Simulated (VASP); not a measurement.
Here is the system:

```
CELL_PARAMETERS angstrom
      0.00000     1.97156     1.97156
      1.97156     0.00000     1.97156
      1.97156     1.97156     0.00000
ATOMIC_POSITIONS crystal
  Pd 0.00000 0.00000 0.00000
```

Computed with PBE GGA, VASP's PBE PAW potentials (set 64) (plane waves; VASP). Settings: PREC = Normal, EDIFF = 1E-5, 400 eV cut-off, 18×18×18 Γ-centred mesh, first-order Methfessel-Paxton smearing of 0.10 eV, potentials Pd.

What does the run give for the energy per atom (σ→0), band gap (on the k-mesh) with the smallest direct gap where there is one?

The band gap (on the k-mesh) is none (metal, semimetal or under 0.01 eV) and the energy per atom (σ→0) is -5219 meV/atom.

Only differences to runs with the same potentials and settings are physical.

The compound is Pd in the fcc structure. It was relaxed first.
